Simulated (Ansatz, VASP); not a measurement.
## Ce: VASP beside Ansatz

One calculation is typed for both programs; each brings its own data sets and cutoff. How far apart do they land? The cell is taken from a series of VASP runs on this material, whose earlier steps may have relaxed, scaled or displaced it; both programs get it as it stands.

Method: plane waves, with VASP 6.6.1 beside it; relaxation of cell and atoms at r2SCAN, in Ansatz 0.2.0.

In doubt: a part-filled 4f shell, where there is one, can sit in one of many states, so energies may not be the lowest and differences between runs may mislead; derivatives with an open 4f shell can jump between states, which bears on forces and vibrations.

## (1) Set-up

Symmetry: Fm-3m, No. 225, cubic system. The conventional cell has a = 4.655 Å, b = 4.655 Å, c = 4.655 Å, α = 90.00°, β = 90.00°, γ = 90.00°. Nearest to Ce lie 12 Ce at 3.29 Å.

Structure file:

```cif
data_structure
_symmetry_space_group_name_H-M 'Fm-3m'
_symmetry_Int_Tables_number 225
_cell_length_a 4.6552
_cell_length_b 4.6552
_cell_length_c 4.6552
_cell_angle_alpha 90.000
_cell_angle_beta 90.000
_cell_angle_gamma 90.000
_cell_volume 100.89
loop_
_atom_site_label
_atom_site_type_symbol
_atom_site_symmetry_multiplicity
_atom_site_Wyckoff_symbol
_atom_site_fract_x
_atom_site_fract_y
_atom_site_fract_z
_atom_site_occupancy
Ce1 Ce 4 a 0.00000 0.00000 0.00000 1
```

## (2) VASP: relaxation of cell and atoms, r2SCAN

The relaxed volume is the usual yardstick between codes: its relative difference is about their pressure difference at one cell divided by the bulk modulus.

Lines of VASP's logs that name or quote its potential files are left out, and so is its time.

The input, INCAR:

```
SYSTEM = Ce
PREC = Accurate
ENCUT = 520
EDIFF = 1E-07
NELM = 150
ISMEAR = 1
SIGMA = 0.15
LREAL = .FALSE.
ALGO = Normal
METAGGA = R2SCAN
LASPH = .TRUE.
NBANDS = 12
ISPIN = 2
MAGMOM = 0
LMAXMIX = 6
AMIX = 0.2
BMIX = 1E-04
AMIX_MAG = 0.8
BMIX_MAG = 1E-04
LORBIT = 11
LWAVE = .FALSE.
LCHARG = .FALSE.
KPAR = 4
IBRION = 2
NSW = 50
ISIF = 3
EDIFFG = -0.005
```

The input, POSCAR:

```
Ce
1.0
    0.0000000000      2.3276225023      2.3276225023
    2.3276225023      0.0000000000      2.3276225023
    2.3276225023      2.3276225023      0.0000000000
Ce
1
Direct
    0.0000000000      0.0000000000      0.0000000000
```

The input, KPOINTS:

```
Automatic mesh
0
Gamma
16 16 16
0 0 0
```

Potentials, in the order of the species: Ce (PBE family, release 64).

The run is started by

```
> mpirun -np 4 vasp_std
```

Numbers of over 12 decimals in the logs are rounded to 6 here.

Output:

```text
[banner, memory and clock lines left out]
running    4 mpi-ranks, on    1 nodes
 distrk:  each k-point on    1 cores,    4 groups
 distr:  one band on    1 cores,    1 groups

 POSCAR found type information on POSCAR Ce
 POSCAR found :  1 types and       1 ions
|                                                                             |
|               ----> ADVICE to this user running VASP <----                  |
|                                                                             |
|     You enforced a specific xc type in the INCAR file but a different       |
|     [... a line on the potential file left out ...]
|     I HOPE YOU KNOW WHAT YOU ARE DOING!                                     |
|                                                                             |

 LDA part: xc-table for (None), standard interpolation
 POSCAR, INCAR and KPOINTS ok, starting setup
 FFT: planning ... GRIDC
 FFT: planning ... GRID_SOFT
 FFT: planning ... GRID
 WAVECAR not read
 entering main loop
       N       E                     dE             d eps       ncg     rms          rms(c)
DAV:   1     0.692178756836E+02    0.69218E+02   -0.54068E+03  7056   0.135E+03
DAV:   2    -0.292979406606E+02   -0.98516E+02   -0.92582E+02  8964   0.199E+02
DAV:   3    -0.351507800869E+02   -0.58528E+01   -0.55136E+01  8028   0.716E+01
DAV:   4    -0.353935966848E+02   -0.24282E+00   -0.23486E+00 13388   0.110E+01
DAV:   5    -0.353989139503E+02   -0.53173E-02   -0.52890E-02 11016   0.175E+00    0.124E+01
DAV:   6    -0.308152057660E+02    0.45837E+01   -0.27543E+00 10944   0.140E+01    0.539E+00
DAV:   7    -0.308311276640E+02   -0.15922E-01   -0.76888E-01 12172   0.657E+00    0.206E+00
DAV:   8    -0.308231978497E+02    0.79298E-02   -0.17018E-01 10884   0.332E+00    0.251E+00
DAV:   9    -0.308348881084E+02   -0.11690E-01   -0.73424E-02 12880   0.198E+00    0.609E-01
DAV:  10    -0.308313555665E+02    0.35325E-02   -0.17390E-02 11992   0.105E+00    0.175E-01
DAV:  11    -0.308319095750E+02   -0.55401E-03   -0.83428E-04 12416   0.235E-01    0.157E-01
DAV:  12    -0.308316629882E+02    0.24659E-03   -0.23870E-03 12016   0.379E-01    0.331E-02
DAV:  13    -0.308316711121E+02   -0.81239E-05   -0.47174E-05 11152   0.587E-02    0.183E-02
DAV:  14    -0.308316763319E+02   -0.52198E-05   -0.70500E-06 11060   0.201E-02    0.223E-02
DAV:  15    -0.308316696078E+02    0.67241E-05   -0.49852E-05 11900   0.549E-02    0.265E-03
DAV:  16    -0.308316689466E+02    0.66124E-06   -0.92535E-07 10952   0.787E-03    0.545E-04
DAV:  17    -0.308316687543E+02    0.19228E-06   -0.36852E-08  5748   0.181E-03    0.291E-04
DAV:  18    -0.308316686438E+02    0.11050E-06   -0.96361E-09  4456   0.914E-04    0.384E-04
DAV:  19    -0.308316686344E+02    0.93748E-08   -0.87325E-09  4252   0.941E-04
   1 F= -.30831669E+02 E0= -.30831860E+02  d E =-.308317E+02  mag=    -0.0000
 curvature:   0.00 expect dE= 0.000E+00 dE for cont linesearch  0.000E+00
 trial: gam= 0.00000 g(F)=  0.531E-64 g(S)=  0.128E-06 ort = 0.000E+00 (trialstep = 0.100E+01)
 search vector abs. value=  0.128E-06
 reached required accuracy - stopping structural energy minimisation
```

From OUTCAR (step 2):

```text
ion  position               nearest neighbor table
   1  0.000  0.000  0.000-

  LATTYP: Found a face centered cubic cell.
 ALAT       =     4.6552450046

 Subroutine GETGRP returns: Found 48 space group operations
 (whereof 48 operations were pure point group operations)

The static configuration has the point symmetry O_h .

 Found    145 irreducible k-points:

   k-points           NKPTS =    145   k-points in BZ     NKDIM =    145   number of bands    NBANDS=     12

   dimension x,y,z NGX =    24 NGY =   24 NGZ =   24
   dimension x,y,z NGXF=    48 NGYF=   48 NGZF=   48

   ENCUT  =  520.0 eV  38.22 Ry    6.18 a.u.   6.12  6.12  6.12*2*pi/ulx,y,z

   NELECT =      12.0000    total number of electrons

 k-points in reciprocal lattice and weights: Automatic mesh
   0.00000000  0.00000000  0.00000000       0.000
   0.06250000  0.00000000  0.00000000       0.002
   0.12500000  0.00000000  0.00000000       0.002
   0.18750000  0.00000000  0.00000000       0.002
   0.25000000  0.00000000  0.00000000       0.002
   0.31250000  0.00000000  0.00000000       0.002
   0.37500000  0.00000000  0.00000000       0.002
   0.43750000  0.00000000  0.00000000       0.002
   0.50000000  0.00000000  0.00000000       0.001
[...]
-0.31250000  0.50000000  0.18750000       0.003
  -0.25000000  0.50000000  0.25000000       0.001

 average (electrostatic) potential at core
       1 -79.6454

 E-fermi :  10.1808

 spin component 1
 k-point     1 :       0.0000    0.0000    0.0000
  band No.  band energies     occupation
    ...
      2      -6.4981      1.00000
      3      -6.4981      1.00000
      4      -6.4981      1.00000
      5       7.3597      1.00000
      6       9.7642      1.00031
      7      10.5747     -0.00065
      8      10.5748     -0.00065
      9      10.5748     -0.00065
     10      11.5869     -0.00000
     11      11.5869     -0.00000
    ...

 k-point     2 :       0.0625    0.0000    0.0000
  band No.  band energies     occupation
    ...
      2      -6.6534      1.00000
      3      -6.5149      1.00000
      4      -6.5149      1.00000
      5       7.5572      1.00000
      6       9.7049      1.00003
      7      10.5554     -0.00117
      8      10.5815     -0.00052
      9      10.5815     -0.00052
     10      11.4237     -0.00000
     11      11.4237     -0.00000
    ...

 k-point     3 :       0.1250    0.0000    0.0000
  band No.  band energies     occupation
    ...
      2      -7.0766      1.00000
      3      -6.5616      1.00000
      4      -6.5616      1.00000
      5       8.0503      1.00000
      6       9.5968      1.00000
      7      10.4988     -0.00532
      8      10.6024     -0.00026
      9      10.6024     -0.00026
     10      11.2306     -0.00000
     11      11.2306     -0.00000
    ...

 k-point     4 :       0.1875    0.0000    0.0000
  band No.  band energies     occupation
    ...
      2      -7.6679      1.00000
      3      -6.6305      1.00000
      4      -6.6305      1.00000
      5       8.4510      1.00000
      6       9.7254      1.00008
      7      10.4126     -0.02560
      8      10.6388     -0.00007
      9      10.6388     -0.00007
     10      11.0925     -0.00000
     11      11.0925     -0.00000
    ...

 k-point     5 :       0.2500    0.0000    0.0000
  band No.  band energies     occupation
    ...
      2      -8.3149      1.00000
      3      -6.7100      1.00000
      4      -6.7100      1.00000
      5       8.4099      1.00000
      6      10.1723      0.54819
      7      10.3643     -0.03546
      8      10.6913     -0.00001
      9      10.6914     -0.00001
     10      11.0062     -0.00000
     11      11.0062     -0.00000
    ...

 k-point     6 :       0.3125    0.0000    0.0000
  band No.  band energies     occupation
    ...
      2      -8.9204      1.00000
      3      -6.7878      1.00000
      4      -6.7878      1.00000
      5       8.2102      1.00000
      6      10.1466      0.68785
      7      10.6654     -0.00002
      8      10.7530     -0.00000
      9      10.7530     -0.00000
     10      10.9726     -0.00000
     11      10.9727     -0.00000
    ...

  Total       -0.0009413     -0.0009413     -0.0009413      0.0000000      0.0000000      0.0000000
  in kB       -0.0597961     -0.0597961     -0.0597961      0.0000000      0.0000000      0.0000000
  external PRESSURE =      -0.0597961 kB  Pullay stress =       0.0000000 kB

  energy-cutoff  :      520.00
  volume of cell :       25.22
      direct lattice vectors                 reciprocal lattice vectors
     0.000000000  2.327622502  2.327622502    -0.214811465  0.214811465  0.214811465
     2.327622502  0.000000000  2.327622502     0.214811465 -0.214811465  0.214811465
     2.327622502  2.327622502  0.000000000     0.214811465  0.214811465 -0.214811465

 POSITION                                       TOTAL-FORCE (eV/Angst)
 -----------------------------------------------------------------------------------
      0.00000      0.00000      0.00000         0.000000      0.000000      0.000000
 -----------------------------------------------------------------------------------
    total drift:                               -0.000000      0.000000      0.000000

  FREE ENERGIE OF THE ION-ELECTRON SYSTEM (eV)
  ---------------------------------------------------
  free  energy   TOTEN  =       -30.8316686344 eV

  energy  without entropy=      -30.8322436017  energy(sigma->0) =      -30.83186029

 reached required accuracy - stopping structural energy minimisation

 total charge
# of ion       s       p       d       f       tot
--------------------------------------------------
    1        2.135   5.581   1.341   0.998  10.054

 magnetization (x)
# of ion       s       p       d       f       tot
--------------------------------------------------
    1        0.000   0.000   0.000  -0.000  -0.000

[... 5 further parts left out ...]
```

CONTCAR:

```
Ce
   1.00000000000000
     0.0000000000000000    2.3276225023000001    2.3276225023000001
     2.3276225023000001    0.0000000000000000    2.3276225023000001
     2.3276225023000001    2.3276225023000001    0.0000000000000000
  Ce
     1
Direct
     0.0000000000000000    0.0000000000000000    0.0000000000000000
```

This run allows spin, but its moments start at zero, where symmetry between the spins tends to hold them, although Ce can carry a moment. Without U or exact exchange, f electrons of an open shell come out too delocalised.

[end of part 1 of 2]

[Lines on the potential files, build, host, timing and source positions are cut from VASP's logs without a mark.]

[Logs are printed without paths, hosts, clocks, repeated set-up lines and the standing remarks that a program may print on its own settings, such as how far it seeks lower states.]

[Hosts, paths, dates, database ids (printed as entryN), source tags and the programs' standing remarks are cut or masked in the printed files.]
